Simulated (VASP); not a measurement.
An input for Ansatz (written as the equivalent of a VASP run, and not itself run):

Ansatz 0.2 input:
```yaml
crystal:
  lattice:
    - [0.0000000, 3.4412440, 3.4412440]
    - [3.4412440, 0.0000000, 3.4412440]
    - [3.4412440, 3.4412440, 0.0000000]
  atoms:
    - { symbol: As, position: [0.0000000, 0.0000000, 0.0000000] }
    - { symbol: Au, position: [0.5000000, 0.5000000, 0.5000000] }
    - { symbol: Au, position: [0.2500000, 0.2500000, 0.2500000] }
    - { symbol: Au, position: [0.7500000, 0.7500000, 0.7500000] }
kpoints:
  mp_grid: { grid: [5, 5, 5] }
hamiltonian:
  xc: pbe
  pseudopotentials: { kind: paw }
scf:
  occupations: { method: gaussian, width: 0.05 }
  max_iter: 100
output: { forces: true, stress: true, eigenvalues: true }
```

Problem. Write the VASP files for the same calculation (PBE).

Solution. One answer among several that fit: 
KPOINTS:
```
Automatic mesh
0
Gamma
5 5 5
0 0 0
```

**POSCAR**
```
AsAu3
4.8666540
  0.0000000000   0.7071067719   0.7071067719
  0.7071067719   0.0000000000   0.7071067719
  0.7071067719   0.7071067719   0.0000000000
As Au
1 3
Direct
  0.0000000000   0.0000000000   0.0000000000
  0.5000000000   0.5000000000   0.5000000000
  0.2500000000   0.2500000000   0.2500000000
  0.7500000000   0.7500000000   0.7500000000
```

INCAR:
```
! general
SYSTEM  = AsAu3
PREC    = Accurate
ENCUT   = 250
LREAL   = .False.
LASPH   = .True.

! electronic loop
EDIFF   = 1E-6
NELM    = 100
ALGO    = Normal
LMAXMIX = 6

! smearing
ISMEAR  = 0
SIGMA   = 0.05

! functional
GGA     = PE

! ions
ISIF    = 2

! output
LWAVE   = .False.
LCHARG  = .False.
```

POTCAR, in this order: As Au (PBE.64 set). Program: vasp_std.

What does not carry over: each code has its own PAW files, so the cut-off isn't converted (ENCUT is set for VASP's; basis.ecutwfc is left out, and Ansatz then takes the one that its files recommend); Ansatz stops its SCF on the density residual and VASP on the energy change (EDIFF).

The structure was generated: AsAu3 was put into the D03 type (Fm-3m), which need not be its known phase. The cell was not relaxed at this level. The k-mesh is coarse (spacing up to 0.32 per Å, 2π included), so the numbers may not be converged in it. The run is one of a series of settings (ENCUT = 250 against the base run), some of them coarse on purpose.
